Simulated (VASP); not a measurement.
OSZICAR of a VASP run on AgCl (rock salt):

**OSZICAR**
```
       N       E                     dE             d eps       ncg     rms          rms(c)
DAV:   1     0.108483982267E+03    0.10848E+03   -0.89477E+03   778   0.126E+03
DAV:   2     0.334902364603E+01   -0.10513E+03   -0.99101E+02   884   0.255E+02
DAV:   3    -0.942598115317E+00   -0.42916E+01   -0.42781E+01   874   0.556E+01
DAV:   4    -0.977262622618E+00   -0.34665E-01   -0.34661E-01   849   0.553E+00
DAV:   5    -0.977771065690E+00   -0.50844E-03   -0.50844E-03   874   0.681E-01    0.618E+00
DAV:   6    -0.803663457943E+00    0.17411E+00   -0.34948E-01   838   0.827E+00    0.407E+00
DAV:   7    -0.801511487146E+00    0.21520E-02   -0.96911E-02   764   0.250E+00    0.201E+00
DAV:   8    -0.800810337346E+00    0.70115E-03   -0.55849E-03   789   0.953E-01    0.262E-01
DAV:   9    -0.800841400174E+00   -0.31063E-04   -0.66744E-04   844   0.390E-01    0.375E-02
DAV:  10    -0.800900183980E+00   -0.58784E-04   -0.10238E-04   779   0.105E-01    0.263E-02
DAV:  11    -0.800904324722E+00   -0.41407E-05   -0.42064E-06   814   0.206E-02    0.321E-03
DAV:  12    -0.800904405712E+00   -0.80989E-07   -0.18183E-07   442   0.615E-03
   1 F= -.80090441E+00 E0= -.80090441E+00  d E =-.800904E+00
       N       E                     dE             d eps       ncg     rms          rms(c)
DAV:   1    -0.870118375807E+00   -0.69214E-01   -0.12239E+00   754   0.123E+01    0.176E+00
DAV:   2    -0.807674646903E+00    0.62444E-01   -0.18239E-01   754   0.512E+00    0.523E-01
DAV:   3    -0.803845261104E+00    0.38294E-02   -0.12383E-02   764   0.905E-01    0.361E-01
DAV:   4    -0.803601540238E+00    0.24372E-03   -0.42066E-04   819   0.194E-01    0.121E-01
DAV:   5    -0.803588982785E+00    0.12557E-04   -0.78628E-05   884   0.139E-01    0.208E-02
DAV:   6    -0.803590463007E+00   -0.14802E-05   -0.22440E-05   774   0.574E-02    0.726E-03
DAV:   7    -0.803589999486E+00    0.46352E-06   -0.87666E-07   382   0.861E-03
   2 F= -.80359000E+00 E0= -.80359000E+00  d E =-.268559E-02
```

### Question
Which electronic solver shows in the log?

### Answer
It is blocked Davidson (ALGO = Normal, or the opening steps of other solvers). The INCAR had ALGO = Normal.

### Question
Can the final energy be trusted as converged?

### Answer
The run converged. It stopped with EDIFF = 1E-6, NELM = 100, NSW = 60 and EDIFFG = -0.01 after 2 ionic steps (optB86b-vdW, plane waves, VASP's PBE PAW potentials (set 64)).

The compound is AgCl in the rock salt structure. This run relaxes it. Symmetry was kept, so distortions that lower it aren't found.
